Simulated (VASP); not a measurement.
An input for Ansatz (written as the equivalent of a VASP run, and not itself run):

Ansatz 0.2 input:
```yaml
crystal:
  lattice:
    - [1.5846316, -2.7446630, 0.0000000]
    - [1.5846316, 2.7446630, 0.0000000]
    - [0.0000000, 0.0000000, 3.5469256]
  atoms:
    - { symbol: Zr, position: [1.0000000, 1.0000000, 1.0000000] }
    - { symbol: B, position: [0.3333330, 0.6666670, 0.5000000] }
    - { symbol: B, position: [0.6666670, 0.3333330, 0.5000000] }
kpoints:
  mp_grid: { grid: [10, 10, 8] }
hamiltonian:
  xc: pbe
  pseudopotentials: { kind: paw }
scf:
  occupations: { method: methfessel_paxton, width: 0.1 }
  max_iter: 100
relax:
  max_steps: 40
  f_tol: 0.01
  cell: { p_target: 10 }
output: { forces: true, stress: true, eigenvalues: true }
```

Write the VASP files for the same calculation (PBE).

One answer among several that fit: 
INCAR:
```
SYSTEM = ZrB2
PREC = Accurate
ENCUT = 600
EDIFF = 1E-7
NELM = 100
ALGO = Normal
LREAL = .FALSE.
LASPH = .TRUE.
ISMEAR = 1
SIGMA = 0.1
GGA = PE
LMAXMIX = 4
LWAVE = .FALSE.
LCHARG = .FALSE.
ISIF = 3
IBRION = 2
NSW = 40
EDIFFG = -0.01
PSTRESS = 100
```

### KPOINTS
```
K-points
0
Gamma
10 10 8
```

### POSCAR
```
ZrB2
1
    1.5846316267    -2.7446629585    -0.0000000000
    1.5846316267     2.7446629585    -0.0000000000
    0.0000000000     0.0000000000     3.5469256301
Zr B
1 2
Direct
  1.0000000000   1.0000000000   1.0000000000
  0.3333330000   0.6666670000   0.5000000000
  0.6666670000   0.3333330000   0.5000000000
```

POTCAR, in this order: Zr_sv B (PBE.64 set). Program: vasp_std.

What does not carry over: each code has its own PAW files, so the cut-off isn't converted (ENCUT is set for VASP's; basis.ecutwfc is left out, and Ansatz then takes the one that its files recommend); Ansatz stops its SCF on the density residual and VASP on the energy change (EDIFF).

The compound is ZrB2 in the AlB2 type structure. This run relaxes it under an external pressure of 10 GPa. Symmetry was kept, so distortions that lower it aren't found.
